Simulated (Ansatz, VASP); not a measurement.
**HgMo: VASP beside Ansatz**

```
Hg Mo
1.0
     3.29402    0.00000    0.00000
     0.00000    3.29402    0.00000
     0.00000    0.00000    3.29402
Hg Mo
1 1
Direct
  0.00000 0.00000 0.00000
  0.50000 0.50000 0.50000
```

Alike in both runs: functional PBE; k mesh 16 × 16 × 16; occupations gaussian, width 0.1 eV; no spin polarisation.

Ansatz relaxed the structure, and its values are those at the end. VASP's run is a single point on that final structure, the one shown.

|  | VASP | Ansatz |
| --- | --- | --- |
| version | VASP 6.6.1 | Ansatz 0.2.0 |
| potentials or method | VASP PAW PBE potentials, release 64 (Hg, Mo_sv) | scalar-relativistic, plane waves, PAW |
| plane-wave cutoff (eV) | 520 | 420 |
| valence electrons in the cell | 26 | 34 |

Ansatz gave:

* gap on the k mesh at the Fermi level (eV): none
* pressure (GPa): 0.0

What did VASP give for the same quantities?

gap on the k mesh at the Fermi level (eV): none; pressure (GPa): 1.2.

A gap of «none» marks a metal or a gap that the smearing closes. The two sets of potentials don't hold the same shells in valence.

Spin-orbit coupling is left out, which matters for the levels of Hg.
